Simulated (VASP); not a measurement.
**A VASP study of SrScIr2 (r2SCAN): structure first, properties next**

Aim: relax SrScIr2, then compute properties on the relaxed cell. The steps: rough relaxation of the start cell, relaxing cell and atoms (r2SCAN), density, ELF and potential (r2SCAN), band structure (r2SCAN), total and projected DOS (r2SCAN), independent-particle dielectric function (r2SCAN) and bands along the symmetry lines (r2SCAN + SOC). The cell is generated by rule, not measured, and may not be a known phase. Left out of this account: 1 further run (core levels: core levels are not valid at this level).

Main program and level: VASP 6.6.1; r2SCAN; plane waves and PAW (Sr_sv, Sc_sv, Ir), in the first sound run; inputs show where later runs differ.

## (1) The structure

Before any relaxation, the start is as follows. Symmetry: P-6m2, No. 187, hexagonal system. Conventional cell: a = 4.384 Å, b = 4.384 Å, c = 4.640 Å, α = 90.00°, β = 90.00°, γ = 120.00°. Nearest to Sr lie 2 Ir at 2.32 Å and 3 Sc at 2.53 Å. Nearest to Sc lie 2 Ir at 2.32 Å and 3 Sr at 2.53 Å. Nearest to Ir lie 2 Sc at 2.32 Å and 3 Ir at 2.53 Å. Nearest to Ir lie 2 Sr at 2.32 Å and 3 Ir at 2.53 Å. Farther neighbours are not listed.

Coordinates:

```cif
data_structure
_symmetry_space_group_name_H-M 'P-6m2'
_symmetry_Int_Tables_number 187
_cell_length_a 4.3844
_cell_length_b 4.3844
_cell_length_c 4.6402
_cell_angle_alpha 90.000
_cell_angle_beta 90.000
_cell_angle_gamma 120.000
_cell_volume 77.25
loop_
_atom_site_label
_atom_site_type_symbol
_atom_site_symmetry_multiplicity
_atom_site_Wyckoff_symbol
_atom_site_fract_x
_atom_site_fract_y
_atom_site_fract_z
_atom_site_occupancy
Sr1 Sr 1 f 0.66667 0.33333 0.50000 1
Sc1 Sc 1 d 0.33333 0.66667 0.50000 1
Ir1 Ir 1 c 0.33333 0.66667 0.00000 1
Ir2 Ir 1 e 0.66667 0.33333 0.00000 1
```

## (2) Rough relaxation of the start cell

The start is only an estimate, so a cheap relaxation brings it near a minimum before any careful run. r2SCAN adds the kinetic-energy density, costs more than a GGA and is run with LASPH.

The input, INCAR:

```
SYSTEM = SrScIr2
PREC = Normal
ENCUT = 400
EDIFF = 1E-05
NELM = 60
ISMEAR = 0
SIGMA = 0.05
LREAL = .FALSE.
ALGO = Normal
METAGGA = R2SCAN
LASPH = .TRUE.
NBANDS = 25
LORBIT = 11
LWAVE = .FALSE.
LCHARG = .FALSE.
KPAR = 2
IBRION = 2
NSW = 40
ISIF = 3
EDIFFG = -0.04
```

The input, POSCAR:

```
SrScIr2
1.0
    4.3844142700      0.0000000000      0.0000000000
   -2.1922071400      3.7970141400      0.0000000000
    0.0000000000      0.0000000000      4.6401532000
Sr Sc Ir
1 1 2
Direct
    0.6666666700      0.3333333300      0.5000000000
    0.3333333300      0.6666666700      0.5000000000
    0.3333333300      0.6666666700      0.0000000000
    0.6666666700      0.3333333300      0.0000000000
```

The input, KPOINTS:

```
Automatic mesh
0
Gamma
4 4 4
0 0 0
```

The projector-augmented-wave data sets are Sr_sv, Sc_sv and Ir (PBE family, release 64).

Run with:

```bash
$ mpirun -np 2 vasp_std
```

Log:

```text
[banner, memory and clock lines left out]
running    2 mpi-ranks, on    1 nodes
 distrk:  each k-point on    1 cores,    2 groups
 distr:  one band on    1 cores,    1 groups

 POSCAR found type information on POSCAR SrScIr
 POSCAR found :  3 types and       4 ions
|                                                                             |
|               ----> ADVICE to this user running VASP <----                  |
|                                                                             |
|     You enforced a specific xc type in the INCAR file but a different       |
|     [... a line on the potential file left out ...]
|     I HOPE YOU KNOW WHAT YOU ARE DOING!                                     |
|                                                                             |

 LDA part: xc-table for (None), standard interpolation
 POSCAR, INCAR and KPOINTS ok, starting setup
 FFT: planning ... GRIDC
 FFT: planning ... GRID_SOFT
 FFT: planning ... GRID
 WAVECAR not read
 entering main loop
       N       E                     dE             d eps       ncg     rms          rms(c)
DAV:   1     0.355204363137E+03    0.35520E+03   -0.16595E+04   600   0.134E+03
DAV:   2    -0.893764685426E+02   -0.44458E+03   -0.43702E+03   608   0.508E+02
DAV:   3    -0.133498092831E+03   -0.44122E+02   -0.42748E+02  1010   0.146E+02
DAV:   4    -0.136507151800E+03   -0.30091E+01   -0.29524E+01  1064   0.355E+01
DAV:   5    -0.136606014631E+03   -0.98863E-01   -0.98747E-01   864   0.487E+00    0.478E+01
DAV:   6    -0.124877063263E+03    0.11729E+02   -0.18935E+01   992   0.331E+01    0.209E+01
DAV:   7    -0.125379582377E+03   -0.50252E+00   -0.23514E+01  1008   0.280E+01    0.167E+01
DAV:   8    -0.124085568374E+03    0.12940E+01   -0.12331E+01   975   0.265E+01    0.505E+00
DAV:   9    -0.124097928205E+03   -0.12360E-01   -0.40279E-01   830   0.384E+00    0.211E+00
DAV:  10    -0.124084800540E+03    0.13128E-01   -0.95680E-02   878   0.254E+00    0.549E-01
DAV:  11    -0.124084167011E+03    0.63353E-03   -0.96745E-03  1007   0.735E-01    0.323E-01
DAV:  12    -0.124084060514E+03    0.10650E-03   -0.24489E-03   950   0.419E-01    0.114E-01
DAV:  13    -0.124084083361E+03   -0.22847E-04   -0.21286E-04   976   0.123E-01    0.619E-02
DAV:  14    -0.124084087158E+03   -0.37968E-05   -0.58565E-05   754   0.745E-02
   1 F= -.12408409E+03 E0= -.12408029E+03  d E =-.124084E+03
 curvature:   0.00 expect dE= 0.000E+00 dE for cont linesearch  0.000E+00
 trial: gam= 0.00000 g(F)=  0.149E-42 g(S)=  0.131E+02 ort = 0.000E+00 (trialstep = 0.100E+01)
 search vector abs. value=  0.131E+02
 bond charge predicted
       N       E                     dE             d eps       ncg     rms          rms(c)
DAV:   1    -0.236769165121E+03   -0.11269E+03   -0.31157E+03   739   0.526E+02    0.196E+02
DAV:   2    -0.235341420718E+03    0.14277E+01   -0.27595E+03   959   0.475E+02    0.966E+01
DAV:   3    -0.149048831304E+03    0.86293E+02   -0.12888E+02   906   0.115E+02    0.808E+01
DAV:   4    -0.135809945259E+03    0.13239E+02   -0.27319E+01   880   0.280E+01    0.640E+01
DAV:   5    -0.127066669342E+03    0.87433E+01   -0.14523E+01  1072   0.433E+01    0.353E+01
DAV:   6    -0.123794100404E+03    0.32726E+01   -0.41760E+01  1016   0.234E+01    0.233E+01
DAV:   7    -0.123347219628E+03    0.44688E+00   -0.36387E+00   978   0.889E+00    0.230E+01
DAV:   8    -0.123718336146E+03   -0.37112E+00   -0.66272E+00   968   0.125E+01    0.229E+01
DAV:   9    -0.124401644762E+03   -0.68331E+00   -0.37588E+00   952   0.158E+01    0.158E+01
DAV:  10    -0.130673639504E+03   -0.62720E+01   -0.56811E+01  1008   0.264E+01    0.329E+01
DAV:  11    -0.129891739212E+03    0.78190E+00   -0.23750E+00  1032   0.908E+00    0.328E+01
DAV:  12    -0.131516979352E+03   -0.16252E+01   -0.64105E-01  1030   0.391E+00    0.343E+01
DAV:  13    -0.137731635503E+03   -0.62147E+01   -0.66556E+00   861   0.184E+01    0.424E+01
DAV:  14    -0.128646888685E+03    0.90847E+01   -0.10186E+01   910   0.291E+01    0.291E+01
DAV:  15    -0.128060942056E+03    0.58595E+00   -0.47832E-01   958   0.531E+00    0.273E+01
DAV:  16    -0.123738990290E+03    0.43220E+01   -0.17155E+01   942   0.224E+01    0.117E+01
DAV:  17    -0.124078847384E+03   -0.33986E+00   -0.30434E-01   848   0.359E+00    0.118E+01
DAV:  18    -0.124247631995E+03   -0.16878E+00   -0.99607E-02   944   0.180E+00    0.127E+01
DAV:  19    -0.124290769221E+03   -0.43137E-01   -0.45415E-02   942   0.162E+00    0.131E+01
DAV:  20    -0.123911262988E+03    0.37951E+00   -0.40224E-01  1001   0.249E+00    0.102E+01
DAV:  21    -0.124007283631E+03   -0.96021E-01   -0.14620E-01  1031   0.269E+00    0.912E+00
DAV:  22    -0.123757783107E+03    0.24950E+00   -0.83298E-01   928   0.210E+00    0.475E+00
DAV:  23    -0.123736651399E+03    0.21132E-01   -0.17825E-01   991   0.303E+00    0.263E+00
DAV:  24    -0.123764720087E+03   -0.28069E-01   -0.23046E-02   785   0.881E-01    0.344E+00
DAV:  25    -0.123712875195E+03    0.51845E-01   -0.13473E-01   976   0.211E+00    0.194E+00
DAV:  26    -0.123725116418E+03   -0.12241E-01   -0.42495E-02   976   0.155E+00    0.163E+00
DAV:  27    -0.123725356022E+03   -0.23960E-03   -0.18168E-02   822   0.770E-01    0.132E+00
DAV:  28    -0.123733832798E+03   -0.84768E-02   -0.18972E-02   984   0.106E+00    0.138E+00
DAV:  29    -0.123738219139E+03   -0.43863E-02   -0.88883E-03   938   0.675E-01    0.970E-01
DAV:  30    -0.123738795842E+03   -0.57670E-03   -0.20451E-03   846   0.240E-01    0.841E-01
DAV:  31    -0.123737652313E+03    0.11435E-02   -0.14634E-03   923   0.262E-01    0.640E-01
DAV:  32    -0.123736520076E+03    0.11322E-02   -0.11188E-03   948   0.242E-01    0.484E-01
DAV:  33    -0.123735846189E+03    0.67389E-03   -0.55125E-04   955   0.157E-01    0.416E-01
DAV:  34    -0.123734568784E+03    0.12774E-02   -0.22882E-03   952   0.330E-01    0.376E-01
DAV:  35    -0.123733962092E+03    0.60669E-03   -0.27749E-04   960   0.119E-01    0.325E-01
DAV:  36    -0.123733788673E+03    0.17342E-03   -0.15917E-04   952   0.855E-02    0.287E-01
DAV:  37    -0.123733509364E+03    0.27931E-03   -0.53315E-04   983   0.152E-01    0.183E-01
DAV:  38    -0.123733469229E+03    0.40134E-04   -0.19843E-04   976   0.101E-01    0.144E-01
DAV:  39    -0.123733385462E+03    0.83768E-04   -0.17631E-04   982   0.891E-02    0.856E-02
DAV:  40    -0.123733343479E+03    0.41982E-04   -0.16910E-04  1047   0.870E-02    0.354E-02
DAV:  41    -0.123733334274E+03    0.92051E-05   -0.59347E-05   861   0.511E-02
   2 F= -.12373333E+03 E0= -.12372282E+03  d E =0.350753E+00
[...]
3 F= -.12617972E+03 E0= -.12617516E+03  d E =-.209563E+01
[...]
4 F= -.12619329E+03 E0= -.12618837E+03  d E =-.210920E+01
[...]
5 F= -.12619455E+03 E0= -.12618950E+03  d E =-.211046E+01
 curvature:  -0.28 expect dE=-0.274E-02 dE for cont linesearch -0.775E-08
 trial: gam= 0.00079 g(F)=  0.137E-42 g(S)=  0.974E-02 ort =-0.600E-03 (trialstep = 0.877E+00)
 search vector abs. value=  0.974E-02
 bond charge predicted
       N       E                     dE             d eps       ncg     rms          rms(c)
DAV:   1    -0.126253335308E+03   -0.58778E-01   -0.17528E+00   715   0.139E+01    0.138E+00
DAV:   2    -0.126244692664E+03    0.86426E-02   -0.38946E-01  1005   0.452E+00    0.192E+00
DAV:   3    -0.126207621884E+03    0.37071E-01   -0.27756E-01   942   0.318E+00    0.626E-01
DAV:   4    -0.126199151678E+03    0.84702E-02   -0.40686E-02   817   0.130E+00    0.391E-01
DAV:   5    -0.126198833199E+03    0.31848E-03   -0.76021E-03  1057   0.739E-01    0.181E-01
DAV:   6    -0.126198573681E+03    0.25952E-03   -0.26321E-03   914   0.475E-01    0.104E-01
DAV:   7    -0.126198578163E+03   -0.44815E-05   -0.41258E-04  1069   0.175E-01    0.704E-02
DAV:   8    -0.126198587951E+03   -0.97882E-05   -0.71904E-05   806   0.684E-02
   6 F= -.12619859E+03 E0= -.12619368E+03  d E =-.403628E-02
 trial-energy change:   -0.004036  1 .order   -0.004535   -0.008540   -0.000530
 step:   0.9763(harm=  0.9351)  dis= 0.00000  next Energy=  -126.198617 (dE=-0.407E-02)
 reached required accuracy - stopping structural energy minimisation
```

The job ended after 77 s (2 MPI ranks of Intel Xeon 6975P-C (Granite Rapids), shared host; peak memory 0.3 GiB).

The logs omit lines about the potential files and the build; timing stands in the text.

OUTCAR, selected parts (step 2):

```text
ion  position               nearest neighbor table
   1  0.667  0.333  0.500-   4 2.32   4 2.32   2 2.53   2 2.53   2 2.53   3 3.43   3 3.43   3 3.43
                             3 3.43   3 3.43   3 3.43
   2  0.333  0.667  0.500-   3 2.32   3 2.32   1 2.53   1 2.53   1 2.53
   3  0.333  0.667  0.000-   2 2.32   2 2.32   4 2.53   4 2.53   4 2.53   1 3.43   1 3.43   1 3.43
                             1 3.43   1 3.43   1 3.43
   4  0.667  0.333  0.000-   1 2.32   1 2.32   3 2.53   3 2.53   3 2.53

  LATTYP: Found a hexagonal cell.
 ALAT       =     4.3844142700
 C/A-ratio  =     1.0583290981

 Subroutine GETGRP returns: Found 12 space group operations
 (whereof 12 operations were pure point group operations)

The static configuration has the point symmetry D_3h.

 Found     12 irreducible k-points:

   k-points           NKPTS =     12   k-points in BZ     NKDIM =     12   number of bands    NBANDS=     25

   dimension x,y,z NGX =    24 NGY =   24 NGZ =   24
   dimension x,y,z NGXF=    48 NGYF=   48 NGZF=   48

   ENCUT  =  400.0 eV  29.40 Ry    5.42 a.u.   7.15  7.15  7.57*2*pi/ulx,y,z

   NELECT =      39.0000    total number of electrons

 k-points in reciprocal lattice and weights: Automatic mesh
   0.00000000  0.00000000  0.00000000       0.016
   0.25000000 -0.00000000  0.00000000       0.094
   0.50000000 -0.00000000  0.00000000       0.047
   0.25000000  0.25000000  0.00000000       0.094
   0.00000000  0.00000000  0.25000000       0.031
   0.25000000 -0.00000000  0.25000000       0.188
   0.50000000 -0.00000000  0.25000000       0.094
   0.25000000  0.25000000  0.25000000       0.188
   0.00000000  0.00000000  0.50000000       0.016
   0.25000000 -0.00000000  0.50000000       0.094
   0.50000000 -0.00000000  0.50000000       0.047
   0.25000000  0.25000000  0.50000000       0.094

 average (electrostatic) potential at core
       1 -41.7257       2 -51.8690       3 -58.9614       4 -58.6436

 E-fermi :   3.7557

 k-point     1 :       0.0000    0.0000    0.0000
  band No.  band energies     occupation
    ...
     16       1.8968      2.00000
     17       1.8968      2.00000
     18       2.8192      2.00000
     19       2.8192      2.00000
     20       2.9862      2.00000
     21       5.3393      0.00000
     22       5.3394      0.00000
     23       5.4597      0.00000
     24       6.2939      0.00000
     25       6.2939      0.00000

 k-point     2 :       0.2500   -0.0000    0.0000
  band No.  band energies     occupation
    ...
     15       1.3184      2.00000
     16       2.2521      2.00000
     17       2.3123      2.00000
     18       3.0420      2.00000
     19       3.1088      2.00000
     20       3.9457      0.00000
     21       4.3260      0.00000
     22       4.8549      0.00000
     23       6.2211      0.00000
     24       6.3009      0.00000
    ...

 k-point     3 :       0.5000   -0.0000    0.0000
  band No.  band energies     occupation
    ...
     14       0.5444      2.00000
     15       1.0607      2.00000
     16       1.9776      2.00000
     17       2.1955      2.00000
     18       3.3637      2.00000
     19       3.8628      0.00245
     20       4.1697      0.00000
     21       4.5037      0.00000
     22       4.9452      0.00000
     23       5.6341      0.00000
    ...

  Total        0.0354626      0.0354626     -0.0242374     -0.0000000     -0.0000000      0.0000000
  in kB        0.5828532      0.5828532     -0.3983581     -0.0000000     -0.0000000      0.0000000
  external PRESSURE =       0.2557828 kB  Pullay stress =       0.0000000 kB

  energy-cutoff  :      400.00
  volume of cell :       97.48
      direct lattice vectors                 reciprocal lattice vectors
     4.630600616 -0.000000000 -0.000000000     0.215954707  0.124681509  0.000000000
    -2.315300314  4.010217770  0.000000000     0.000000000  0.249363017  0.000000000
     0.000000000 -0.000000000  5.249488463    -0.000000000 -0.000000000  0.190494751

 POSITION                                       TOTAL-FORCE (eV/Angst)
 -----------------------------------------------------------------------------------
      2.31530      1.33674      2.62474         0.000000      0.000000      0.000000
     -0.00000      2.67348      2.62474         0.000000     -0.000000      0.000000
     -0.00000      2.67348      0.00000        -0.000000      0.000000      0.000000
      2.31530      1.33674      5.24949        -0.000000      0.000000      0.000000
 -----------------------------------------------------------------------------------
    total drift:                                0.000010     -0.000005      0.000000

  FREE ENERGIE OF THE ION-ELECTRON SYSTEM (eV)
  ---------------------------------------------------
  free  energy   TOTEN  =      -126.1985879508 eV

  energy  without entropy=     -126.1887647698  energy(sigma->0) =     -126.19367636

 reached required accuracy - stopping structural energy minimisation

 total charge
# of ion       s       p       d       tot
------------------------------------------
    1        2.051   5.854   0.585   8.490
    2        2.215   6.087   1.315   9.617
    3        0.731   0.409   6.974   8.115
    4        0.732   0.367   7.073   8.171
--------------------------------------------------
tot          5.730  12.717  15.947  34.393

[... 3 further parts left out ...]
```

This run has no spin polarisation. Its electron count is odd, so without a moment it is a metal by construction. The k-mesh is coarse for a metal. This relaxation is a rough one on cheap settings, only to bring the start near its minimum. The PAW data sets were made with PBE, which is usual practice but a small mismatch for other functionals. After so large a change of volume the plane waves of the start cell no longer fit, so the final stress carries a basis-set error. The run keeps the 12 symmetry operations of its start, so it cannot find a distortion of lower symmetry.

The steps of the relaxation:

```
step  energy less that of the first step (eV)  largest force (eV/Å)  pressure (GPa)  volume (Å³)
   1                                   0.0000                0.0000           35.05        77.25
   2                                   0.3508                0.0000          -12.98       133.27
   3                                  -2.0956                0.0000           -1.49        98.76
   4                                  -2.1092                0.0000           -0.17        97.31
   5                                  -2.1105                0.0000            0.39        96.71
   6                                  -2.1145                0.0000            0.03        97.48
```

```
     cell as run  before  after   change
           a (Å)   4.384  4.631   +5.6 %
           b (Å)   4.384  4.631   +5.6 %
           c (Å)   4.640  5.249  +13.1 %
volume (Å³/atom)   19.31  24.37  +26.2 %
```

The relaxed structure:

```xyz
4
Lattice="4.6306 0.0000 0.0000 -2.3153 4.0102 0.0000 0.0000 0.0000 5.2495" Properties=species:S:1:pos:R:3 pbc="T T T"
Sr    2.3153    1.3367    2.6247
Sc    0.0000    2.6735    2.6247
Ir    0.0000    2.6735    0.0000
Ir    2.3153    1.3367    0.0000
```

This step gave:

| Item | Value |
| --- | --- |
| electrons | 39 |
| bands | 25 |
| irreducible k-points | 12 |
| symmetry operations | 12 |
| free energy (TOTEN) | -126.1986 eV |
| energy at zero smearing | -126.1937 eV |
| Fermi energy | 3.756 eV |
| pressure | 0.02558 GPa |
| metallic | yes |
| SCF cycles over all ionic steps | 94 |

It ends with forces that vanish by symmetry and a pressure of 0.03 GPa.

(Continued in part 2 of 5.)

[Lines on the potential files, build, host, timing and source positions are cut from VASP's logs without a mark.]

[Logs are printed without paths, hosts, clocks, repeated set-up lines and the standing remarks that a program may print on its own settings, such as how far it seeks lower states.]

[Hosts, paths, dates, database ids (printed as entryN), source tags and the programs' standing remarks are cut or masked in the printed files.]

[A measured line is paired with the nearest computed mode of its activity, which favours agreement.]
